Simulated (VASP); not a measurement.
A convergence study with VASP on CdTe (zinc blende): one setting is varied, all else stays as given below, so the limit is that of these other settings.

```
CELL_PARAMETERS angstrom
      0.00000     3.24000     3.24000
      3.24000     0.00000     3.24000
      3.24000     3.24000     0.00000
ATOMIC_POSITIONS crystal
  Cd 0.00000 0.00000 0.00000
  Te 0.25000 0.25000 0.25000
```

These are PBE GGA, VASP's PBE PAW potentials (set 64) (plane waves; VASP) values and carry that method's errors. The tightest run used: 550 eV cut-off, 12×12×12 Monkhorst-Pack mesh, Gaussian smearing of 0.050 eV, potentials Cd Te.

Task: The settings run are 1×1×1 mesh; 2×2×2 mesh; 3×3×3 mesh; 4×4×4 mesh; 5×5×5 mesh; 6×6×6 mesh; 7×7×7 mesh; 8×8×8 mesh; 9×9×9 mesh; 10×10×10 mesh; 11×11×11 mesh; 12×12×12 mesh. From which on does the energy per atom stay within 0.002 eV/atom of the tightest run?

Result: From 6×6×6 mesh on: it is off by 0.0000 there and by no more than 0.002 in any finer run, while 5×5×5 mesh is off by 0.0094.
| setting | E (eV/atom) | pressure (GPa) | irreducible k-points | difference judged (eV/atom) |
|---|---|---|---|---|
| 1×1×1 mesh | 3.5941 | 34.14 | 1 | 5.9819 |
| 2×2×2 mesh | -2.3603 | 2.97 | 2 | 0.0276 |
| 3×3×3 mesh | -2.2621 | 3.57 | 4 | 0.1257 |
| 4×4×4 mesh | -2.3876 | 2.71 | 10 | 0.0003 |
| 5×5×5 mesh | -2.3784 | 2.77 | 10 | 0.0094 |
| 6×6×6 mesh | -2.3878 | 2.71 | 28 | 0.0000 |
| 7×7×7 mesh | -2.3866 | 2.71 | 20 | 0.0012 |
| 8×8×8 mesh | -2.3878 | 2.71 | 60 | 0.0000 |
| 9×9×9 mesh | -2.3876 | 2.71 | 35 | 0.0002 |
| 10×10×10 mesh | -2.3878 | 2.71 | 110 | 0.0000 |
| 11×11×11 mesh | -2.3878 | 2.71 | 56 | 0.0001 |
| 12×12×12 mesh | -2.3878 | 2.71 | 182 | 0.0000 |

Left out are rungs that failed or repeat a setting and relaxations that didn't move; long series are thinned to 24 rows.

The compound is CdTe in the zinc blende structure. The cell was not relaxed at this level.
